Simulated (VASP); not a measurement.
Data:

```
CELL_PARAMETERS angstrom
      2.47104     0.00000     0.00000
     -1.23552     2.13998     0.00000
      0.00000     0.00000     4.10966
ATOMIC_POSITIONS crystal
  Ni 0.00000 0.00000 0.28870
  Ni 0.33333 0.66667 0.77057
  H  0.66667 0.33333 0.02474
```

Level of theory: LDA (Ceperley-Alder, Perdew-Zunger), VASP's LDA PAW potentials (set 64) (plane waves; VASP). Run with 300 eV cut-off, 10×10×6 Γ-centred mesh, Gaussian smearing of 0.14 eV, potentials Ni H.

At this cut-off the stress carries a Pulay error, which pulls relaxed volumes low. The run has a spin-polarised start.

Which forces act on the atoms, in eV/Å?

```csv
atom,Fx,Fy,Fz
Ni1,0.000,0.000,0.067
Ni2,0.000,0.000,-0.120
H3,0.000,0.000,0.054
```

Give the stress tensor in GPa (positive for a compressed cell).

```
3.65  0.00  0.00
0.00  3.65  0.00
0.00  0.00  2.10
```
The pressure is its mean diagonal, 3.13 GPa.

The structure comes from a computed database's Ni2H entry (P3m1); how it stands against other phases isn't given here. The cell was not relaxed at this level.
